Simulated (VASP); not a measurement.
Input:

```
CELL_PARAMETERS angstrom
      0.00000     8.25617     8.25617
      8.25617     0.00000     8.25617
      8.25617     8.25617     0.00000
ATOMIC_POSITIONS crystal
  Mg 0.00000 0.00000 0.00000
  Mg 0.00000 0.00000 0.33333
  Mg 0.00000 0.00000 0.66667
  Mg 0.00000 0.33333 0.00000
  Mg 0.00000 0.33333 0.33333
  Mg 0.00000 0.33333 0.66667
  Mg 0.00000 0.66667 0.00000
  Mg 0.00000 0.66667 0.33333
  Mg 0.00000 0.66667 0.66667
  Mg 0.33333 0.00000 0.00000
  Mg 0.33333 0.00000 0.33333
  Mg 0.33333 0.00000 0.66667
  Mg 0.33333 0.33333 0.00000
  Mg 0.33333 0.33333 0.33333
  Mg 0.33333 0.33333 0.66667
  Mg 0.33333 0.66667 0.00000
  Mg 0.33333 0.66667 0.33333
  Mg 0.33333 0.66667 0.66667
  Mg 0.66667 0.00000 0.00000
  Mg 0.66667 0.00000 0.33333
  Mg 0.66667 0.00000 0.66667
  Mg 0.66667 0.33333 0.00000
  Mg 0.66667 0.33333 0.33333
  Mg 0.66667 0.33333 0.66667
  Mg 0.66667 0.66667 0.00000
  Mg 0.66667 0.66667 0.33333
  Mg 0.66667 0.66667 0.66667
  Se 0.16667 0.16667 0.16667
  Se 0.16667 0.16667 0.50000
  Se 0.16667 0.16667 0.83333
  Se 0.16667 0.50000 0.16667
  Se 0.16667 0.50000 0.50000
  Se 0.16667 0.50000 0.83333
  Se 0.16667 0.83333 0.16667
  Se 0.16667 0.83333 0.50000
  Se 0.16667 0.83333 0.83333
  Se 0.50000 0.16667 0.16667
  Se 0.50000 0.16667 0.50000
  Se 0.50000 0.16667 0.83333
  Se 0.50000 0.50000 0.16667
  Se 0.50000 0.50000 0.50000
  Se 0.50000 0.50000 0.83333
  Se 0.50000 0.83333 0.16667
  Se 0.50000 0.83333 0.50000
  Se 0.50000 0.83333 0.83333
  Se 0.83333 0.16667 0.16667
  Se 0.83333 0.16667 0.50000
  Se 0.83333 0.16667 0.83333
  Se 0.83333 0.50000 0.16667
  Se 0.83333 0.50000 0.50000
  Se 0.83333 0.50000 0.83333
  Se 0.83333 0.83333 0.16667
  Se 0.83333 0.83333 0.50000
  Se 0.83333 0.83333 0.83333
```

The numbers are results of PBE GGA, VASP's PBE PAW potentials (set 64) (plane waves; VASP 6.6.1), not measurements. Settings: PREC = Normal, LREAL = Auto, EDIFF = 1E-5, 400 eV cut-off, 1×1×1 Γ-centred mesh, Gaussian smearing of 0.050 eV, potentials Mg Se.

The supercell is sampled at Γ alone, which is coarse: total energies, pressure and levels can be off, energies of defects by several tenths of an eV.

Task: Give the stress tensor in GPa (positive for a compressed cell).

Result: 
```
1.47  0.00  0.00
0.00  1.47  0.00
0.00  0.00  1.47
```
The pressure is its mean diagonal, 1.47 GPa.

The cell is a supercell, built from a database entry that may be metastable or hypothetical.
